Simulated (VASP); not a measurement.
Here is the system:

```
InAs
1.0
    0.00000     3.04923     3.04923
    3.04923     0.00000     3.04923
    3.04923     3.04923     0.00000
In As
1 1
Cartesian
  0.00000   0.00000   0.00000
  1.52462   1.52462   1.52462
```

The numbers are results of MS2 meta-GGA, VASP's PBE PAW potentials (set 64) (plane waves; VASP), not measurements. Numerical set-up: 520 eV cut-off, 12×12×12 Γ-centred mesh, tetrahedra with Blöchl corrections, potentials In_d As.

Task: Give the energies of bands 7 to 12 at the high-symmetry points, in eV from the Fermi level.

Result: 
```tsv
band	Γ	X	U	L	W
7	-0.01	-5.68	-5.55	-5.62	-5.54
8	0.00	-2.25	-3.17	-0.95	-2.86
9	0.00	-2.25	-1.89	-0.95	-2.78
10	0.00	1.65	2.25	1.15	4.34
11	4.07	2.24	4.41	4.83	4.43
12	4.07	9.16	7.40	4.83	5.13
```

It has no gap at this level: it comes out as a metal or semimetal.

The compound is InAs in the zinc blende structure. It was relaxed first.
